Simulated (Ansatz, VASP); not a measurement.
# Cross-check of TaO2 (1T-TaO2 bilayer, AA) between VASP and Ansatz, part 2 of 2

Aim: how closely do two programs agree when they are given the same cell, functional and k mesh? Of the first pair: The structure shown is the start of the Ansatz relaxation below; VASP solves that cell, so the two are compared at the walk's first step.

VASP 6.6.1 and Ansatz 0.2.0.

So far: Set-up; Ansatz: relaxation, PBE with D3(BJ).

**3. VASP: single point, PBE with D3(BJ), start cell, pair 1**

Level of this step: PBE with D3(BJ), zero-moment start; plane waves and PAW (O, Ta_pv) (VASP).

The same cell, functional, mesh and smearing now go to VASP, with its own data sets.

Lines of VASP's logs that name or quote its potential files are left out, and so is its time.

INCAR

```
SYSTEM = TaO2
PREC = Accurate
ENCUT = 520
EDIFF = 1E-06
NELM = 200
ISMEAR = -1
SIGMA = 0.05
LREAL = .FALSE.
ALGO = Normal
GGA = PE
IVDW = 12
NBANDS = 32
ISPIN = 2
MAGMOM = 0 0 0 0 0 0
LASPH = .TRUE.
LMAXMIX = 4
LORBIT = 11
LWAVE = .FALSE.
LCHARG = .FALSE.
ISIF = 2
LDIPOL = .TRUE.
IDIPOL = 3
DIPOL = 0.5 0.5 0.5
LVHAR = .TRUE.
GGA_COMPAT = .FALSE.
NELMDL = -8
KPAR = 2
```

POSCAR

```
TaO2
1.0
    3.1844900000      0.0000000000      0.0000000000
   -1.5922450000      2.7578490000      0.0000000000
    0.0000000000      0.0000000000     46.6051390000
O Ta
4 2
Direct
    0.6666666667      0.3333333333      0.4162631078
    0.3333333333      0.6666666667      0.4688875512
    0.6666666667      0.3333333333      0.5311124488
    0.3333333333      0.6666666667      0.5837368922
    0.0000000000      0.0000000000      0.4425753349
    0.0000000000      0.0000000000      0.5574246651
```

KPOINTS

```
Automatic mesh
0
Gamma
12 12 1
0 0 0
```

Potentials, in the order of the species: O and Ta_pv (PBE family, release 64).

Command:

```console
$ mpirun -np 2 vasp_std
```

Numbers of over 12 decimals in the logs are rounded to 6 here.

Output:

```text
[banner, memory and clock lines left out]
running    2 mpi-ranks, on    1 nodes
 distrk:  each k-point on    1 cores,    2 groups
 distr:  one band on    1 cores,    1 groups

 POSCAR found type information on POSCAR O Ta
 POSCAR found :  2 types and       6 ions
 LDA part: xc-table for (Slater+PW92), standard interpolation
 POSCAR, INCAR and KPOINTS ok, starting setup
 FFT: planning ... GRIDC
 FFT: planning ... GRID_SOFT
 FFT: planning ... GRID
 WAVECAR not read
 entering main loop
       N       E                     dE             d eps       ncg     rms          rms(c)
DAV:   1     0.396993211770E+03    0.39699E+03   -0.21113E+04  2968   0.111E+03
DAV:   2    -0.360605239357E+01   -0.40060E+03   -0.38550E+03  3432   0.269E+02
DAV:   3    -0.649712567947E+02   -0.61365E+02   -0.60355E+02  3008   0.105E+02
DAV:   4    -0.668841152475E+02   -0.19129E+01   -0.18863E+01  3296   0.198E+01
DAV:   5    -0.669186198797E+02   -0.34505E-01   -0.34437E-01  3168   0.246E+00
DAV:   6    -0.669194861028E+02   -0.86622E-03   -0.86597E-03  3312   0.351E-01
DAV:   7    -0.669195119804E+02   -0.25878E-04   -0.25876E-04  3216   0.541E-02
DAV:   8    -0.669195131107E+02   -0.11303E-05   -0.11300E-05  2864   0.999E-03    0.285E+01
DAV:   9    -0.571492022316E+02    0.97703E+01   -0.61394E+01  2816   0.432E+01    0.129E+01
DAV:  10    -0.561984512430E+02    0.95075E+00   -0.80906E+00  2768   0.155E+01    0.840E+00
DAV:  11    -0.560546185008E+02    0.14383E+00   -0.14686E+00  3024   0.895E+00    0.295E+00
DAV:  12    -0.559820484940E+02    0.72570E-01   -0.18480E-01  2792   0.305E+00    0.368E-01
DAV:  13    -0.559819437783E+02    0.10472E-03   -0.18566E-02  3152   0.765E-01    0.127E-01
DAV:  14    -0.559820392922E+02   -0.95514E-04   -0.60604E-04  3200   0.151E-01    0.595E-02
[...]
DAV:  18    -0.559820627897E+02   -0.72622E-05   -0.46847E-07  1544   0.418E-03    0.351E-03
DAV:  19    -0.559820777068E+02   -0.14917E-04   -0.87583E-07  1800   0.493E-03    0.901E-04
DAV:  20    -0.559820845966E+02   -0.68898E-05   -0.20388E-07  1624   0.219E-03    0.853E-04
DAV:  21    -0.559820947865E+02   -0.10190E-04   -0.14975E-07  1704   0.144E-03    0.746E-04
DAV:  22    -0.559821042313E+02   -0.94448E-05   -0.19101E-07  1752   0.140E-03    0.512E-04
DAV:  23    -0.559821075824E+02   -0.33511E-05   -0.65647E-08  1592   0.880E-04    0.226E-04
DAV:  24    -0.559821098825E+02   -0.23001E-05   -0.56666E-08  1672   0.674E-04    0.230E-04
DAV:  25    -0.559821107483E+02   -0.86581E-06   -0.34861E-08  1592   0.577E-04
   1 F= -.56866466E+02 E0= -.56846548E+02  d E =-.398365E-01  mag=     0.0002
```

From OUTCAR (step 3):

```text
ion  position               nearest neighbor table
   1  0.667  0.333  0.416-   5 2.21   5 2.21   5 2.21
   2  0.333  0.667  0.469-   5 2.21   5 2.21   5 2.21
   3  0.667  0.333  0.531-   6 2.21   6 2.21   6 2.21
   4  0.333  0.667  0.584-   6 2.21   6 2.21   6 2.21
   5  0.000  0.000  0.443-   2 2.21   2 2.21   2 2.21   1 2.21   1 2.21   1 2.21
   6  0.000  0.000  0.557-   3 2.21   3 2.21   3 2.21   4 2.21   4 2.21   4 2.21

  LATTYP: Found a hexagonal cell.
 ALAT       =     3.1844900000
 C/A-ratio  =    14.6350401477

 Subroutine GETGRP returns: Found 12 space group operations
 (whereof 12 operations were pure point group operations)

The static configuration has the point symmetry D_3d.

 Found     19 irreducible k-points:

   k-points           NKPTS =     19   k-points in BZ     NKDIM =     19   number of bands    NBANDS=     32

   dimension x,y,z NGX =    24 NGY =   24 NGZ =  350
   dimension x,y,z NGXF=    48 NGYF=   48 NGZF=  700

   ENCUT  =  520.0 eV  38.22 Ry    6.18 a.u.   5.92  5.92 86.65*2*pi/ulx,y,z

   NELECT =      46.0000    total number of electrons

 k-points in reciprocal lattice and weights: Automatic mesh
   0.00000000  0.00000000  0.00000000       0.007
   0.08333333  0.00000000  0.00000000       0.042
   0.16666667  0.00000000  0.00000000       0.042
   0.25000000  0.00000000  0.00000000       0.042
   0.33333333  0.00000000  0.00000000       0.042
   0.41666667  0.00000000  0.00000000       0.042
   0.50000000  0.00000000  0.00000000       0.021
   0.08333333  0.08333333  0.00000000       0.042
   0.16666667  0.08333333  0.00000000       0.083
[...]
0.33333333  0.25000000  0.00000000       0.083
   0.33333333  0.33333333  0.00000000       0.014

 dipolmoment           0.000000      0.000000     -0.000000 electrons x Angstroem

 average (electrostatic) potential at core
       1 -80.3931       2 -80.3964       3 -80.3964       4 -80.3931       5 -49.0248
       6 -49.0248

 E-fermi :  -3.8896

 spin component 1
 k-point     1 :       0.0000    0.0000    0.0000
  band No.  band energies     occupation
    ...
     18      -7.3020      1.00000
     19      -7.2092      1.00000
     20      -7.2092      1.00000
     21      -7.1923      1.00000
     22      -7.1923      1.00000
     23      -3.6961      0.02043
     24      -3.6961      0.02043
     25      -3.6898      0.01807
     26      -3.6898      0.01807
     27      -2.7436      0.00000
    ...

 k-point     2 :       0.0833    0.0000    0.0000
  band No.  band energies     occupation
    ...
     18      -7.5382      1.00000
     19      -7.4947      1.00000
     20      -7.3210      1.00000
     21      -7.3007      1.00000
     22      -7.2158      1.00000
     23      -3.7411      0.04881
     24      -3.7298      0.03931
     25      -3.5401      0.00092
     26      -3.5345      0.00082
     27      -2.7180      0.00000
    ...

 k-point     3 :       0.1667    0.0000    0.0000
  band No.  band energies     occupation
    ...
     19      -7.5645      1.00000
     20      -7.5389      1.00000
     21      -7.3229      1.00000
     22      -7.1116      1.00000
     23      -3.9049      0.57613
     24      -3.8839      0.47192
     25      -3.1495      0.00000
     26      -3.1451      0.00000
     27      -2.6292      0.00000
     28      -2.5722      0.00000
    ...

 k-point     4 :       0.2500    0.0000    0.0000
  band No.  band energies     occupation
    ...
     20      -7.7408      1.00000
     21      -7.2661      1.00000
     22      -7.1588      1.00000
     23      -4.1320      0.99222
     24      -4.1105      0.98810
     25      -2.6549      0.00000
     26      -2.6500      0.00000
     27      -2.4374      0.00000
     28      -2.3941      0.00000
     29      -0.7475      0.00000
    ...

 k-point     5 :       0.3333    0.0000    0.0000
  band No.  band energies     occupation
    ...
     20      -7.7971      1.00000
     21      -7.4934      1.00000
     22      -7.3639      1.00000
     23      -4.3488      0.99990
     24      -4.3316      0.99986
     25      -2.1512      0.00000
     26      -2.1464      0.00000
     27      -2.1408      0.00000
     28      -2.1298      0.00000
     29      -0.4277      0.00000
    ...

 k-point     6 :       0.4167    0.0000    0.0000
  band No.  band energies     occupation
    ...
     20      -7.7510      1.00000
     21      -7.7302      1.00000
     22      -7.5477      1.00000
     23      -4.5069      1.00000
     24      -4.4915      0.99999
     25      -1.8369      0.00000
     26      -1.8247      0.00000
     27      -1.7436      0.00000
     28      -1.7412      0.00000
     29       0.0208      0.00000
    ...

 Edisp (eV)   -0.88436

  Total     -16.16763   -16.16763   -13.61834     0.00000     0.00000     0.00000
  in kB     -63.28674   -63.28673   -53.30776     0.00000     0.00000     0.00000
  external pressure =      -59.96 kB  Pullay stress =        0.00 kB

  energy-cutoff  :      520.00
  volume of cell :      409.30
      direct lattice vectors                 reciprocal lattice vectors
     3.184490000  0.000000000  0.000000000     0.314022026  0.181300717  0.000000000
    -1.592245000  2.757849000  0.000000000     0.000000000  0.362601433  0.000000000
     0.000000000  0.000000000 46.605139000     0.000000000  0.000000000  0.021456861

 POSITION                                       TOTAL-FORCE (eV/Angst)
 -----------------------------------------------------------------------------------
      1.59225      0.91928     19.40000        -0.000000     -0.000000      2.679083
     -0.00000      1.83857     21.85257         0.000000     -0.000000     -2.660589
      1.59225      0.91928     24.75257         0.000000      0.000000      2.660589
     -0.00000      1.83857     27.20514        -0.000000      0.000000     -2.679083
      0.00000      0.00000     20.62629         0.000000     -0.000000      0.061350
      0.00000      0.00000     25.97885         0.000000      0.000000     -0.061350
 -----------------------------------------------------------------------------------
    total drift:                                0.000000     -0.000000     -0.000000

  FREE ENERGIE OF THE ION-ELECTRON SYSTEM (eV)
  ---------------------------------------------------
  free  energy   TOTEN  =       -56.8664662502 eV

  energy  without entropy=      -56.8266297312  energy(sigma->0) =      -56.84654799

 vacuum level on the upper side and lower side of the slab         1.953         1.953

 total charge
# of ion       s       p       d       tot
------------------------------------------
    1        1.575   3.346   0.000   4.921
    2        1.575   3.346   0.000   4.921
    3        1.575   3.346   0.000   4.921
    4        1.575   3.346   0.000   4.921
    5        0.273   6.180   2.042   8.495
    6        0.273   6.180   2.042   8.495
--------------------------------------------------
tot          6.846  25.744   4.084  36.674

 magnetization (x)
# of ion       s       p       d       tot
------------------------------------------
    1        0.000   0.000   0.000   0.000
    2        0.000   0.000   0.000   0.000
    3        0.000   0.000   0.000   0.000
    4        0.000   0.000   0.000   0.000
    5        0.000   0.000   0.000   0.000
    6        0.000   0.000   0.000   0.000
--------------------------------------------------
tot          0.000   0.000   0.000   0.000

[... 6 further parts left out ...]
```

**4. Comparison**

Known differences besides the potentials themselves: Ansatz cuts the interaction across the vacuum, VASP repeats the sheet with a dipole correction (LDIPOL); the data sets hold 50 valence electrons in Ansatz (on its default PAW (the set named soft_2) files) and 46 in VASP; the cutoff is 420 eV in Ansatz and 520 eV in VASP. Total energies have different zeros and are not compared.

Forces (eV/Å; atoms numbered as in POSCAR):

| atom | Ansatz x, y, z | VASP x, y, z |
| --- | --- | --- |
| O1 | 0.000, 0.000, 2.718 | 0.000, 0.000, 2.679 |
| O2 | 0.000, 0.000, -2.700 | 0.000, 0.000, -2.661 |
| O3 | 0.000, 0.000, 2.700 | 0.000, 0.000, 2.661 |
| O4 | 0.000, 0.000, -2.718 | 0.000, 0.000, -2.679 |
| Ta5 | 0.000, 0.000, 0.063 | 0.000, 0.000, 0.061 |
| Ta6 | 0.000, 0.000, -0.063 | 0.000, 0.000, -0.061 |

The forces differ by 18 meV/Å r.m.s., which is 1.5 % of the r.m.s. force of 1.259 eV/Å (both taken over all components). Moments aren't recorded for both runs of this pair, so they may hold unlike magnetic states. Where the cell holds vacuum, a pressure given here is an average over it and none of the material.

**5. Ansatz: relaxation, PBE with D3(BJ)**

This run makes the geometry at which the two programs are then compared.

The structure compared here is the end of the Ansatz relaxation.

This is the run of step 2 again, met here at its other cell.

**6. VASP: single point, PBE with D3(BJ), relaxed cell, pair 2**

The same cell, functional, mesh and smearing now go to VASP, with its own data sets.

INCAR is that of step 3.

POSCAR

```
TaO2
1.0
    3.0311957963      0.0000000000      0.0000000000
   -1.5155978981      2.6250925634      0.0000000000
    0.0000000000      0.0000000000     46.6051393132
O Ta
4 2
Direct
    0.6666666667      0.3333333333      0.4243655611
    0.3333333333      0.6666666667      0.4725464807
    0.6666666667      0.3333333333      0.5274535193
    0.3333333333      0.6666666667      0.5756344389
    0.0000000000      0.0000000000      0.4484945330
    0.0000000000      0.0000000000      0.5515054670
```

KPOINTS is that of step 3.

Command:

```console
$ mpirun -np 2 vasp_std
```

Output:

```text
[... set-up lines as in an earlier step ...]
 entering main loop
       N       E                     dE             d eps       ncg     rms          rms(c)
DAV:   1     0.414009051266E+03    0.41401E+03   -0.21769E+04  2952   0.112E+03
DAV:   2    -0.758472253087E+01   -0.42159E+03   -0.40485E+03  3408   0.282E+02
DAV:   3    -0.654503167850E+02   -0.57866E+02   -0.56887E+02  2984   0.106E+02
DAV:   4    -0.670327527125E+02   -0.15824E+01   -0.15654E+01  3240   0.191E+01
[...]
DAV:  25    -0.572672486758E+02   -0.33953E-05   -0.12426E-07  1984   0.102E-03    0.257E-04
DAV:  26    -0.572672504052E+02   -0.17295E-05   -0.56805E-08  1920   0.711E-04    0.135E-04
DAV:  27    -0.572672512200E+02   -0.81471E-06   -0.38105E-08  1848   0.475E-04
   1 F= -.58329758E+02 E0= -.58310201E+02  d E =-.391150E-01  mag=     0.0003
```

OUTCAR, selected parts (step 6):

```text
 Edisp (eV)   -1.06251

  Total       0.42769     0.42769     0.15761     0.00000     0.00000    -0.00000
  in kB       1.84778     1.84778     0.68095     0.00000     0.00000    -0.00000
  external pressure =        1.46 kB  Pullay stress =        0.00 kB

 POSITION                                       TOTAL-FORCE (eV/Angst)
 -----------------------------------------------------------------------------------
      1.51560      0.87503     19.77762        -0.000000      0.000000     -0.056085
     -0.00000      1.75006     22.02309        -0.000000      0.000000      0.056239
      1.51560      0.87503     24.58204         0.000000     -0.000000     -0.056239
     -0.00000      1.75006     26.82752         0.000000     -0.000000      0.056085
      0.00000      0.00000     20.90215        -0.000000      0.000000     -0.002617
      0.00000      0.00000     25.70299        -0.000000      0.000000      0.002617
 -----------------------------------------------------------------------------------
    total drift:                                0.000000      0.000000     -0.000000

  FREE ENERGIE OF THE ION-ELECTRON SYSTEM (eV)
  ---------------------------------------------------
  free  energy   TOTEN  =       -58.3297581102 eV

  energy  without entropy=      -58.2906430890  energy(sigma->0) =      -58.31020060

 magnetization (x)
# of ion       s       p       d       tot
------------------------------------------
    1       -0.000   0.000   0.000   0.000
    2        0.000   0.000   0.000   0.000
    3        0.000   0.000   0.000   0.000
    4       -0.000   0.000   0.000   0.000
    5        0.000   0.000   0.000   0.000
    6        0.000   0.000   0.000   0.000
--------------------------------------------------
tot          0.000   0.000   0.000   0.000

[... 1 part as in an earlier step ...]

[... 2 further parts left out ...]
[key lines of the parts left out:]
E-fermi :  -3.0935
```

**7. Side by side**

What differs besides the data sets and the points named for the pairs above, as far as they apply: the data sets hold 50 valence electrons in Ansatz (on its default PAW (the set named soft_2) files) and 46 in VASP. Total energies have different zeros and are not compared.

Forces (eV/Å; atoms numbered as in POSCAR):

| atom | Ansatz x, y, z | VASP x, y, z |
| --- | --- | --- |
| O1 | 0.000, 0.000, 0.004 | 0.000, 0.000, -0.056 |
| O2 | 0.000, 0.000, -0.003 | 0.000, 0.000, 0.056 |
| O3 | 0.000, 0.000, 0.003 | 0.000, 0.000, -0.056 |
| O4 | 0.000, 0.000, -0.004 | 0.000, 0.000, 0.056 |
| Ta5 | 0.000, 0.000, 0.000 | 0.000, 0.000, -0.003 |
| Ta6 | 0.000, 0.000, 0.000 | 0.000, 0.000, 0.003 |

The forces differ by 28 meV/Å r.m.s., where the r.m.s. force is 0.002 eV/Å in Ansatz and 0.026 eV/Å in VASP: the atoms lie near their places of rest in Ansatz, so a percentage would say little (all taken over all components). Where the cell holds vacuum, a pressure given here is an average over it and none of the material.

**8. Further runs**

Further runs change the set-up of one program: Ansatz's method, potentials or start, or VASP's data sets, cutoff or form of LDA. The table gives that difference for each run.

| run | r.m.s. force difference (meV/Å) |
| --- | --- |
| as above | 28 |
| VASP with the data sets O and Ta_sv_GW | 12 |

**9. What came out**

```
r.m.s. force difference (single point, PBE with D3(BJ), start cell, pair 1)   : 1.5 % of the r.m.s. force
r.m.s. force difference (single point, PBE with D3(BJ), relaxed cell, pair 2) : 28 meV/Å
```

In words: The r.m.s. force difference is 28 meV/Å (single point, PBE with D3(BJ), relaxed cell, pair 2), beyond the 12 meV/Å picked in this series as the mark of a large difference. The data sets hold unlike numbers of valence electrons (50 in Ansatz and 46 in VASP), so part of the differences may come from the potentials. Single point, PBE with D3(BJ), relaxed cell, pair 2, VASP with the data sets O and Ta_sv_GW: r.m.s. force difference goes from 28 to 12 meV/Å. Such differences can come from data sets, numerical settings and the points named under the comparisons, not from the functional's error against experiment.

[Lines on the potential files, build, host, timing and source positions are cut from VASP's logs without a mark.]

[Logs are printed without paths, hosts, clocks, repeated set-up lines and the standing remarks that a program may print on its own settings, such as how far it seeks lower states.]

[Hosts, paths, dates, database ids (printed as entryN), source tags and the programs' standing remarks are cut or masked in the printed files.]
